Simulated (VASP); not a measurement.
Input:

```
CELL_PARAMETERS angstrom
      1.38104    -2.39204     0.00000
      1.38104     2.39204     0.00000
      0.00000     0.00000     4.35383
ATOMIC_POSITIONS crystal
  Ti 0.33333 0.66667 0.25000
  Ti 0.66667 0.33333 0.75000
```

Method: r2SCAN meta-GGA, VASP's PBE PAW potentials (set 64) (plane waves; VASP 6.6.1). Run with 500 eV cut-off, 15×15×9 Γ-centred mesh, first-order Methfessel-Paxton smearing of 0.10 eV, potentials Ti_sv.

Energy and stress use the plane-wave basis of the starting cell.

The ions, cell shape and volume at an external pressure of 45.0 GPa are relaxed. Give the cell that the relaxation ends in.

```
CELL_PARAMETERS angstrom
      1.34984    -2.33799     0.00000
      1.34984     2.33799     0.00000
      0.00000     0.00000     4.27348
ATOMIC_POSITIONS crystal
  Ti 0.33333 0.66667 0.25000
  Ti 0.66667 0.33333 0.75000
```
Space group P6_3/mmc (194), at a tolerance of 0.03 Å.

How do energy and volume change from the first to the last step?

The energy (σ→0) changes by +208.3 meV/atom and the volume by -6.2 %, in 8 ionic steps.

The compound is Ti in the hcp structure. This run relaxes it under an external pressure of 45 GPa. Symmetry was kept, so distortions that lower it aren't found.
